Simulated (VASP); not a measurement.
Data:

```
C
1.0
    1.22485    -2.12151     0.00000
    1.22485     2.12151     0.00000
    0.00000     0.00000     6.22316
C
4
Direct
  0.00000   0.00000   0.25000
  0.00000   0.00000   0.75000
  0.33333   0.66667   0.25000
  0.66667   0.33333   0.75000
```

The numbers are results of PBEsol GGA, VASP's PBE PAW potentials (set 64) (plane waves; VASP), not measurements. Settings: 620 eV cut-off, 10×10×4 Γ-centred mesh, Gaussian smearing of 0.050 eV, potentials C.

Energy and stress use the plane-wave basis of the starting cell. Without a dispersion term in the relaxation, distances and binding between the weakly bound layers, chains or molecules are unreliable, and so is what depends on them.

Q: The ions, cell shape and volume at an external pressure of 10.0 GPa are relaxed. Which structure does the run end with?

A: 
```
C
1.0
    1.22055    -2.11405     0.00000
    1.22055     2.11405     0.00000
    0.00000     0.00000     5.88418
C
4
Direct
  0.00000   0.00000   0.25000
  0.00000   0.00000   0.75000
  0.33333   0.66667   0.25000
  0.66667   0.33333   0.75000
```
Space group P6_3/mmc (194), at a tolerance of 0.03 Å.

Q: How do energy and volume change from the first to the last step?

A: The energy (σ→0) changes by +22.5 meV/atom and the volume by -6.1 %, in 6 ionic steps.

The compound is C in the graphite structure. This run relaxes it under an external pressure of 10 GPa. Symmetry was kept, so distortions that lower it aren't found.
